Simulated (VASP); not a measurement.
OSZICAR of a VASP run on GaN (wurtzite):

File OSZICAR:
```
       N       E                     dE             d eps       ncg     rms          rms(c)
DAV:   1     0.276961276627E+03    0.27696E+03   -0.18510E+04  1084   0.299E+03
DAV:   2     0.964478566994E+01   -0.26732E+03   -0.25931E+03  1152   0.534E+02
DAV:   3    -0.266211499429E+02   -0.36266E+02   -0.35957E+02  1232   0.156E+02
DAV:   4    -0.281175939653E+02   -0.14964E+01   -0.14922E+01  1480   0.341E+01
DAV:   5    -0.281389329119E+02   -0.21339E-01   -0.21329E-01  1188   0.374E+00    0.106E+01
DAV:   6    -0.242154650233E+02    0.39235E+01   -0.15501E+01  1886   0.552E+01    0.315E+00
DAV:   7    -0.243247471464E+02   -0.10928E+00   -0.15698E+00  1136   0.110E+01    0.266E+00
DAV:   8    -0.243253203203E+02   -0.57317E-03   -0.29597E-01  1828   0.756E+00    0.902E-01
DAV:   9    -0.243026003318E+02    0.22720E-01   -0.11251E-01  1874   0.542E+00    0.374E-01
DAV:  10    -0.243036969185E+02   -0.10966E-02   -0.57142E-03  1228   0.835E-01    0.128E-01
DAV:  11    -0.243034959817E+02    0.20094E-03   -0.22980E-03  1600   0.847E-01    0.475E-02
DAV:  12    -0.243035201687E+02   -0.24187E-04   -0.24353E-04  1128   0.115E-01    0.396E-02
DAV:  13    -0.243035196740E+02    0.49475E-06   -0.79773E-05  1514   0.136E-01    0.194E-02
DAV:  14    -0.243035180812E+02    0.15928E-05   -0.10416E-05  1200   0.266E-02    0.166E-02
DAV:  15    -0.243035174583E+02    0.62286E-06   -0.13908E-06   814   0.104E-02
   1 F= -.24303517E+02 E0= -.24303505E+02  d E =-.240465E-04
```

**Question.** Which electronic solver shows in the log?

**Answer.** It is blocked Davidson (ALGO = Normal, or the opening steps of other solvers). The INCAR had ALGO = Normal.

**Question.** Can the final energy be trusted as converged?

**Answer.** The calculation finished and met its thresholds. It stopped with EDIFF = 1E-6, NELM = 100 (PBE GGA, plane waves, VASP's PBE PAW potentials (set 64)).

The compound is GaN in the wurtzite structure. The cell was not relaxed at this level. The run is one of a series of settings (ISMEAR = -1, SIGMA = 0.1 against the base run), some of them coarse on purpose.
